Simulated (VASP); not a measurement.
Here is a VASP 6.6.1 calculation.

POSCAR

```
SrCI
1.0
    4.3691290000      0.0000000000      0.0000000000
    0.0000000000      4.3691290000      0.0000000000
    0.0000000000      0.0000000000      8.4463820000
Sr C I
2 2 2
Direct
    0.0000000000      0.5000000000      0.2000000000
    0.5000000000      0.0000000000      0.8000000000
    0.0000000000      0.0000000000      0.0000000000
    0.5000000000      0.5000000000      0.0000000000
    0.0000000000      0.5000000000      0.7000000000
    0.5000000000      0.0000000000      0.3000000000
```

The input INCAR.step1:

```
  ALGO = Normal
  EDIFF = 1E-4
  ENCUT = 520
  GGA = PE
  ISMEAR = -5
  LASPH = T
  LCHARG = F
  LREAL = F
  LWAVE = T
  NELM = 60
  PREC = Accurate
  SIGMA = 0.1
```

INCAR.step2

```
  ALGO = Normal
  EDIFF = 1E-7
  ENCUT = 520
  ISIF = 2
  ISMEAR = -1
  ISTART = 1
  LASPH = T
  LCHARG = F
  LMIXTAU = T
  LORBIT = 11
  LREAL = F
  LWAVE = F
  METAGGA = R2SCAN
  NELM = 60
  PREC = Accurate
  SIGMA = 0.1
```

File KPOINTS:

```
k-points
0
Gamma
  8 8 4
```

Potentials or basis: VASP PAW PBE potentials, release 64 (Sr_sv, C, I).

Launch:

```sh
$ cat potpaw_PBE.64/Sr_sv/POTCAR potpaw_PBE.64/C/POTCAR potpaw_PBE.64/I/POTCAR > POTCAR
$ cp INCAR.step1 INCAR
$ mpirun -np 1 vasp_std > vasp.out
$ cp INCAR.step2 INCAR
$ mpirun -np 1 vasp_std > vasp.out
```

Q: Estimate the pressure.

A: 1.6 GPa.

Q: What does it give for the band gap on the k mesh?

A: None (metal or under the smearing width).

Q: Predict the largest force.

A: 1.107 eV/Å.

Stress tensor (GPa, compression positive):
```
1.47 0.00 0.00
0.00 1.47 0.00
0.00 0.00 1.93
```

Caveat: the PAW data sets were made with another functional, which shifts forces and pressure a little. Spin-orbit coupling is left out, which matters for the levels of I.
